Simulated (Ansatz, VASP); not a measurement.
**Si63O (O_Si (A centre)) in two plane-wave programs**

Wanted: the spread between two codes on one cell, functional and k mesh. The cell is taken from a series of runs on this material, whose earlier steps may have relaxed, scaled, displaced or heated it; both programs get it as it stands.

Program: Ansatz 0.2.0. Level of theory: plane waves, with VASP 6.6.1 beside it; single point at PBE. Results are calculated unless marked as measured.

## 1. Starting point

The cell holds 64 atoms: 63 Si and 1 O. Its edges and angles: a = 10.940 Å, b = 10.940 Å, c = 10.940 Å, α = 90.0°, β = 90.0°, γ = 90.0°. It derives from Si (Si (Fd-3m)). Nearest the centre at fractional (0.500, 0.500, 0.500): O64 at 0.96 Å, Si23 at 2.17 Å, Si16 at 2.18 Å, Si38 at 2.55 Å, Si60 at 2.56 Å, Si50 at 3.65 Å, Si42 at 3.66 Å, Si34 at 3.84 Å.

Coordinates:

```xyz
64
Lattice="10.9396 0.0000 0.0000 0.0000 10.9396 0.0000 0.0000 0.0000 10.9396" Properties=species:S:1:pos:R:3 pbc="T T T"
Si    0.0321    0.0021    0.0114
Si    0.0150    2.7070    2.7163
Si    2.7921   10.9259    2.7409
Si    2.7922    2.7314   10.9347
Si    1.4278    1.3561    1.3653
Si    1.3588    4.0766    4.0859
Si    4.1384    1.3721    4.1119
Si    4.1381    4.1034    1.3806
Si    0.0579    0.0023    5.4814
Si    0.0470    2.7366    8.2162
Si    2.7927    0.0177    8.2212
Si    2.7493    2.7434    5.4498
Si    1.4266    1.3771    6.8586
Si    1.4260    4.0945    9.5762
Si    4.1721    1.4339    9.5190
Si    4.0479    4.3095    6.6434
Si    0.0578    5.4720    0.0115
Si    0.0467    8.2075    2.7456
Si    2.7486    5.4406    2.7521
Si    2.7925    8.2122    0.0268
Si    1.4263    6.8498    1.3861
Si    1.4258    9.5668    4.1035
Si    4.0469    6.6338    4.3185
Si    4.1716    9.5100    1.4432
Si    0.0314    5.4720    5.4810
Si    0.0156    8.2368    8.2459
Si    2.7493    5.5024    8.2095
Si    2.7490    8.2002    5.5115
Si    1.3593    6.8667    6.8761
Si    1.4281    9.5880    9.5969
Si    4.1385    6.8409    9.5804
Si    4.1383    9.5717    6.8493
Si    5.4917    0.0019    0.0112
Si    5.4988    2.7522    2.7607
Si    8.2218   10.9207    2.7541
Si    8.2223    2.7449   10.9299
Si    6.8880    1.3743    1.3832
Si    7.0037    4.0277    4.0363
Si    9.6165    1.3404    4.0976
Si    9.6166    4.0887    1.3501
Si    5.5027    0.0022    5.4808
Si    5.4710    2.8865    8.0665
Si    8.2222    0.0227    8.2078
Si    8.2687    2.7224    5.4792
Si    6.8565    1.4011    6.8345
Si    6.8567    4.1184    9.5517
Si    9.6083    1.3746    9.5782
Si    9.6205    4.1004    6.8522
Si    5.5027    5.4720    0.0111
Si    5.4703    8.0573    2.8958
Si    8.2688    5.4707    2.7313
Si    8.2218    8.1987    0.0320
Si    6.8561    6.8255    1.4105
Si    6.8562    9.5424    4.1274
Si    9.6206    6.8432    4.1093
Si    9.6078    9.5691    1.3837
Si    5.4993    8.1918    8.2001
Si    8.2689    5.4735    8.2302
Si    8.2693    8.2219    5.4821
Si    7.0041    6.9158    6.9242
Si    6.8879    9.5694    9.5783
Si    9.6167    6.8553    9.6120
Si    9.6169    9.6028    6.8644
O     4.5074    5.4740    5.4830
```

## 2. VASP: single point, PBE

A single point gives forces, pressure and levels at one fixed geometry, so differences don't come from the geometry; what else differs is listed under the comparison.

Lines of VASP's logs that name or quote its potential files are left out, and so is its time.

File INCAR:

```
SYSTEM = Si63O
PREC = Accurate
ENCUT = 520
EDIFF = 1E-06
NELM = 120
ISMEAR = -1
SIGMA = 0.01
LREAL = Auto
ALGO = Normal
GGA = PE
NBANDS = 173
LORBIT = 11
LWAVE = .FALSE.
LCHARG = .FALSE.
ISIF = 2
LASPH = .TRUE.
GGA_COMPAT = .FALSE.
EFERMI = MIDGAP
```

File POSCAR:

```
Si63O
1.0
   10.9395682521      0.0000000000      0.0000000000
    0.0000000000     10.9395682521      0.0000000000
    0.0000000000      0.0000000000     10.9395682521
Si O
63 1
Direct
    0.0029384880      0.0001900779      0.0010401473
    0.0013722865      0.2474521149      0.2482992790
    0.2552293286      0.9987465212      0.2505459500
    0.2552376084      0.2496816597      0.9995590065
    0.1305139581      0.1239654720      0.1248017008
    0.1242082394      0.3726449680      0.3735007932
    0.3782941314      0.1254210423      0.3758770262
    0.3782677586      0.3750968274      0.1262042328
    0.0052889160      0.0002141469      0.5010584976
    0.0042943655      0.2501572270      0.7510562463
    0.2552852354      0.0016185283      0.7515066301
    0.2513191823      0.2507814948      0.4981775864
    0.1304057448      0.1258798309      0.6269569072
    0.1303525408      0.3742870169      0.8753683810
    0.3813736442      0.1310713607      0.8701395183
    0.3700235492      0.3939338959      0.6072848866
    0.0052804157      0.5002033565      0.0010491456
    0.0042718285      0.7502544388      0.2509751902
    0.2512536430      0.4973302010      0.2515706839
    0.2552687107      0.7506917214      0.0024491049
    0.1303788355      0.6261452283      0.1267085149
    0.1303333403      0.8745104152      0.3751086043
    0.3699335423      0.6064066423      0.3947620691
    0.3813286401      0.8693168683      0.1319226235
    0.0028699125      0.5002064067      0.5010233955
    0.0014226371      0.7529338519      0.7537718520
    0.2513196185      0.5029811654      0.7504373239
    0.2512857693      0.7495873428      0.5038101862
    0.1242522211      0.6276915497      0.6285553710
    0.1305485063      0.8764545213      0.8772668978
    0.3783097101      0.6253376369      0.8757551748
    0.3782897478      0.8749647082      0.6261041899
    0.5020014898      0.0001704987      0.0010217761
    0.5026523738      0.2515866863      0.2523572732
    0.7515686253      0.9982709540      0.2517517452
    0.7516099772      0.2509176539      0.9991189415
    0.6296431984      0.1256267971      0.1264406643
    0.6402160343      0.3681788977      0.3689633103
    0.8790534476      0.1225310462      0.3745632008
    0.8790622661      0.3737489615      0.1234117571
    0.5030103159      0.0002008148      0.5010100360
    0.5001083269      0.2638599376      0.7373678989
    0.7516041909      0.0020792847      0.7502900528
    0.7558565260      0.2488545690      0.5008614645
    0.6267657507      0.1280719427      0.6247506288
    0.6267795243      0.3764724101      0.8731299010
    0.8783081097      0.1256500894      0.8755563011
    0.8794255565      0.3748227699      0.6263643625
    0.5030101252      0.5002059639      0.0010135126
    0.5000488694      0.7365244497      0.2647081989
    0.7558643256      0.5000794510      0.2496671760
    0.7515698122      0.7494527213      0.0029267044
    0.6267247776      0.6239310834      0.1289316803
    0.6267361230      0.8722793928      0.3772900918
    0.8794301724      0.6255499661      0.3756345368
    0.8782590790      0.8747262894      0.1264812359
    0.5026965397      0.7488216723      0.7495812983
    0.7558746473      0.5003411230      0.7523329368
    0.7559079675      0.7515717777      0.5011278956
    0.6402583091      0.6321846148      0.6329468557
    0.6296289989      0.8747494856      0.8755692725
    0.8790731221      0.6266512002      0.8786464943
    0.8790965750      0.8778029837      0.6274822032
    0.4120300264      0.5003835798      0.5012117399
```

File KPOINTS:

```
Automatic mesh
0
Gamma
1 1 1
0 0 0
```

Potentials, in the order of the species: Si and O (PBE family, release 64).

Command:

```console
> export OMP_NUM_THREADS=3
> mpirun -np 1 vasp_gam
```

Numbers of over 12 decimals in the logs are rounded to 6 here.

The log of the run:

```text
[banner, memory and clock lines left out]
running    1 mpi-ranks, on    1 nodes
[...]
Offloading initialized ...    1 GPUs detected
[...]
LDA part: xc-table for (Slater+PW92), standard interpolation
 POSCAR, INCAR and KPOINTS ok, starting setup
[...]
entering main loop
       N       E                     dE             d eps       ncg     rms          rms(c)
DAV:   1     0.130770623203E+04    0.13077E+04   -0.11245E+05   346   0.131E+03
DAV:   2    -0.171927082255E+03   -0.14796E+04   -0.13817E+04   460   0.216E+02
DAV:   3    -0.344561054656E+03   -0.17263E+03   -0.16812E+03   436   0.648E+01
DAV:   4    -0.349235988274E+03   -0.46749E+01   -0.46480E+01   404   0.130E+01
[...]
DAV:  15    -0.341800907074E+03   -0.47946E-05   -0.99953E-05   412   0.178E-02    0.602E-03
DAV:  16    -0.341800909304E+03   -0.22292E-05   -0.10858E-05   372   0.679E-03    0.275E-03
DAV:  17    -0.341800910168E+03   -0.86488E-06   -0.33692E-07   236   0.192E-03
   1 F= -.34180091E+03 E0= -.34180091E+03  d E =-.600523E-14
```

OUTCAR, selected parts (step 2):

```text
  Total        7.0452491     -1.8121529     -1.8160003     -0.0085801      2.4173635      0.0010945
  in kB        8.6219677     -2.2177106     -2.2224191     -0.0105003      2.9583667      0.0013395
  external PRESSURE =       1.3939460 kB  Pullay stress =       0.0000000 kB

 POSITION                                       TOTAL-FORCE (eV/Angst)
 -----------------------------------------------------------------------------------
      0.03215      0.00208      0.01138        -0.000857     -0.000034      0.000214
      0.01501      2.70702      2.71629        -0.007022     -0.005543     -0.006138
      2.79210     10.92586      2.74086         0.002454     -0.001556     -0.000044
      2.79219      2.73141     10.93474         0.002628      0.000746     -0.001036
      1.42777      1.35613      1.36528        -0.001898     -0.005715     -0.005042
      1.35878      4.07658      4.08594         0.004044      0.001766      0.001235
      4.13837      1.37205      4.11193        -0.002644     -0.002454      0.002286
      4.13809      4.10340      1.38062        -0.002776     -0.000785     -0.003022
      0.05786      0.00234      5.48136        -0.001984     -0.000647     -0.000643
      0.04698      2.73661      8.21623        -0.001772     -0.002191      0.004323
      2.79271      0.01771      8.22116         0.002748      0.003958      0.000192
      2.74932      2.74344      5.44985         0.000323     -0.000173      0.005709
      1.42658      1.37707      6.85864        -0.001583     -0.000444     -0.003883
      1.42600      4.09454      9.57615        -0.000478     -0.000162     -0.001707
[...]
-----------------------------------------------------------------------------------
    total drift:                                0.002294      0.004137      0.010062

  FREE ENERGIE OF THE ION-ELECTRON SYSTEM (eV)
  ---------------------------------------------------
  free  energy   TOTEN  =      -341.8009101685 eV

  energy  without entropy=     -341.8009101685  energy(sigma->0) =     -341.80091017

[... 2 further parts left out ...]
```

The run ends at a pressure of 0.14 GPa, with forces up to 0.040 eV/Å.

[end of part 1 of 2]

[Lines on the potential files, build, host, timing and source positions are cut from VASP's logs without a mark.]

[Logs are printed without paths, hosts, clocks, repeated set-up lines and the standing remarks that a program may print on its own settings, such as how far it seeks lower states.]

[Hosts, paths, dates, database ids (printed as entryN), source tags and the programs' standing remarks are cut or masked in the printed files.]
